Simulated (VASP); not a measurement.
Given:

```
CELL_PARAMETERS angstrom
      5.83500     0.00000     0.00000
      0.00000     5.83500     0.00000
      0.00000     0.00000     5.83500
ATOMIC_POSITIONS crystal
  Hg 0.00000 0.00000 0.00000
  Hg 0.50000 0.50000 0.00000
  S  0.25000 0.25000 0.25000
  S  0.75000 0.75000 0.25000
  S  0.75000 0.25000 0.75000
  S  0.25000 0.75000 0.75000
  Cd 0.50000 0.00000 0.50000
  Cd 0.00000 0.50000 0.50000
```

All values below come from PBEsol GGA, VASP's PBE PAW potentials (set 64) (plane waves; VASP). Numerical set-up: 400 eV cut-off, 4×4×4 Γ-centred mesh, Gaussian smearing of 0.050 eV, potentials Hg S Cd.

Q: The ions, cell shape and volume are relaxed. Give the cell that the relaxation ends in.

A: 
```
CELL_PARAMETERS angstrom
      5.85776     0.00000     0.00000
      0.00000     5.85776     0.00000
      0.00000     0.00000     5.84920
ATOMIC_POSITIONS crystal
  Hg 0.00000 0.00000 0.00000
  Hg 0.50000 0.50000 0.00000
  S  0.25000 0.25000 0.25303
  S  0.75000 0.75000 0.25303
  S  0.75000 0.25000 0.74697
  S  0.25000 0.75000 0.74697
  Cd 0.50000 0.00000 0.50000
  Cd 0.00000 0.50000 0.50000
```
Space group P-4m2 (115), at a tolerance of 0.03 Å.

Q: How do energy and volume change from the first to the last step?

A: The energy (σ→0) changes by -1.3 meV/atom and the volume by +1.0 %, in 5 ionic steps.

| step | E(σ→0) (eV) | max force (eV/Å) | pressure (GPa) | volume (Å³) |
|---|---|---|---|---|
| 1 | -24.1342 | 0.174 | 0.66 | 198.67 |
| 2 | -24.1422 | 0.088 | -0.27 | 201.64 |
| 3 | -24.1423 | 0.097 | -0.17 | 201.32 |
| 4 | -24.1442 | 0.044 | -0.08 | 200.98 |
| 5 | -24.1447 | 0.004 | 0.01 | 200.71 |

The structure was generated: Cd2Hg2S4 was put into an ordered model structure (P-4m2), which need not be its known phase. This run relaxes it. Symmetry was kept, so distortions that lower it aren't found.
